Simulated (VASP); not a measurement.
Computed with PBE GGA, VASP's PBE PAW potentials (set 64) (plane waves; VASP).

VASP input:

File KPOINTS:
```
Regular mesh
0
G
  12 12 12
0 0 0
```

### INCAR
```
! general
SYSTEM =Sn
PREC   =Accurate
ENCUT  =480
LREAL  =.FALSE.
LASPH  =.TRUE.

! electronic loop
EDIFF  =1E-6
NELM   =100
ALGO   =Normal
LMAXMIX=4

! smearing
ISMEAR =1
SIGMA  =0.1

! functional
GGA    =PE

! ions
IBRION =2
NSW    =60
ISIF   =3
EDIFFG =-0.01

! output
LWAVE  =.FALSE.
LCHARG =.FALSE.
```

### POSCAR
```
Sn
1
   -2.9150000000     2.9150000000     1.5900000000
    2.9150000000    -2.9150000000     1.5900000000
    2.9150000000     2.9150000000    -1.5900000000
Sn
2
Direct
  0.2500000000   0.7500000000   0.5000000000
  0.0000000000   0.0000000000   0.0000000000
```

POTCAR, in this order: Sn (PBE.64 set). Program: vasp_std.

Energy and stress use the plane-wave basis of the starting cell. Unless said otherwise, spin-orbit coupling is left out, though it shifts the bands of the heavy elements here.

Question: Predict the energy per atom (σ→0), volume per atom, band gap (on the k-mesh).

Answer: 
| Property | Result |
|---|---|
| energy per atom (σ→0) | -3.796 eV/atom |
| band gap (on the k-mesh) | none (metal, semimetal or under 0.01 eV) |
| volume per atom | 28.35 Å³/atom |

**OSZICAR**
```
...
DAV:   5    -0.759145675801E+01   -0.56519E-07   -0.15481E-07  1640   0.263E-03
   3 F= -.75914568E+01 E0= -.75912994E+01  d E =-.201628E-01
       N       E                     dE             d eps       ncg     rms          rms(c)
DAV:   1    -0.759145940635E+01   -0.27049E-05   -0.26365E-04  2928   0.100E-01    0.106E-02
DAV:   2    -0.759145453427E+01    0.48721E-05   -0.23433E-06  2832   0.113E-02    0.596E-03
DAV:   3    -0.759145127427E+01    0.32600E-05   -0.40980E-06  2664   0.127E-02    0.102E-03
DAV:   4    -0.759145126875E+01    0.55202E-08   -0.27721E-08  1352   0.142E-03
   4 F= -.75914513E+01 E0= -.75912953E+01  d E =-.201573E-01
```

The compound is Sn in the beta structure. This run relaxes it. Symmetry was kept, so distortions that lower it aren't found.
